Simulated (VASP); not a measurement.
An input for Ansatz (written as the equivalent of a VASP run, and not itself run):

Ansatz 0.2 input:
```yaml
crystal:
  lattice:
    - [0.0000000, 2.5800000, 2.5800000]
    - [2.5800000, 0.0000000, 2.5800000]
    - [2.5800000, 2.5800000, 0.0000000]
  atoms:
    - { symbol: Sr, position: [0.0000000, 0.0000000, 0.0000000] }
    - { symbol: O, position: [0.5000000, 0.5000000, 0.5000000] }
kpoints:
  mp_grid: { grid: [13, 13, 13] }
hamiltonian:
  xc: pbe
  pseudopotentials: { kind: paw }
scf:
  occupations: { method: gaussian, width: 0.05 }
  max_iter: 100
output: { forces: true, stress: true, eigenvalues: true }
```

**Question.** Translate this input to VASP (INCAR, KPOINTS, POSCAR, choice of POTCAR).

**Answer.** One answer among several that fit: 
### KPOINTS
```
Regular mesh
0
G
 13 13 13
```

INCAR:
```
SYSTEM = SrO
PREC = Accurate
ENCUT = 520
EDIFF = 1E-6
NELM = 100
ALGO = Normal
LREAL = .FALSE.
LASPH = .TRUE.
ISMEAR = 0
SIGMA = 0.05
GGA = PE
LMAXMIX = 4
LWAVE = .FALSE.
LCHARG = .FALSE.
ISIF = 2
```

**POSCAR**
```
SrO
1
    0.0000000000     2.5800000000     2.5800000000
    2.5800000000     0.0000000000     2.5800000000
    2.5800000000     2.5800000000     0.0000000000
Sr O
1 1
Direct
  0.0000000000   0.0000000000   0.0000000000
  0.5000000000   0.5000000000   0.5000000000
```

POTCAR, in this order: Sr_sv O (PBE.64 set). Program: vasp_std.

What does not carry over: each code has its own PAW files, so the cut-off isn't converted (ENCUT is set for VASP's; basis.ecutwfc is left out, and Ansatz then takes the one that its files recommend); Ansatz stops its SCF on the density residual and VASP on the energy change (EDIFF).

The compound is SrO in the rock salt structure. The cell was not relaxed at this level. The run is one of a series of settings (KPOINTS 13×13×13 Γ-centred mesh against the base run), some of them coarse on purpose.
